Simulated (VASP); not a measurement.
Input:

```xyz
8
Lattice="4.4858 0.0000 0.0000 0.0000 4.4858 0.0000 0.0000 0.0000 12.6020" Properties=species:S:1:pos:R:3 pbc="T T T"
Mg     2.2429     4.4858     7.6602
Mg     0.0000     2.2429     4.9419
Mg     2.2429     4.4858     1.6495
Mg     0.0000     2.2429    10.9525
Te     2.2429     2.2429     3.2976
Te     2.2429     2.2429     9.3045
Te     4.4858     4.4858     0.0000
Se     4.4858     4.4858     6.3010
```

These are r2SCAN meta-GGA, VASP's PBE PAW potentials (set 64) (plane waves; VASP) values and carry that method's errors. Run with 400 eV cut-off, 6×6×2 Γ-centred mesh, tetrahedra with Blöchl corrections, potentials Mg Te Se.

Unless said otherwise, spin-orbit coupling is left out, though it shifts the bands of the heavy elements here.

**Question.** Give the energies of bands 7 to 20 at the high-symmetry points, in eV from the valence-band maximum.

**Answer.** 
```
band      Γ      X      M      Z      R      A
----  -----  -----  -----  -----  -----  -----
7     -1.94  -2.73  -2.71  -1.67  -3.01  -2.85
8     -1.68  -2.60  -2.71  -1.67  -3.00  -2.85
9     -1.68  -1.69  -2.00  -0.92  -1.35  -1.67
10    -0.81  -1.61  -2.00  -0.92  -1.09  -1.67
11    -0.81  -1.35  -1.68  -0.87  -1.04  -1.64
12    -0.55  -0.53  -1.55  -0.86  -1.00  -1.54
13    -0.55  -0.52  -1.30  -0.34  -0.96  -1.54
14    -0.12  -0.30  -1.27  -0.34  -0.29  -1.45
15     0.00  -0.29  -1.27  -0.12  -0.29  -1.35
16     0.00  -0.27  -1.21  -0.12  -0.28  -1.33
17     2.78   3.64   3.15   3.29   4.10   3.86
18     3.44   4.13   3.35   3.71   4.51   3.88
19     4.20   4.98   4.22   4.08   4.54   3.93
20     4.46   5.11   4.22   4.12   4.85   4.04
```

The gap is direct, 2.78 eV, from the valence maximum at Γ to the conduction minimum at Γ.

The structure comes from a computed database's Mg4Te3Se entry (P-4m2); how it stands against other phases isn't given here. It was relaxed first.
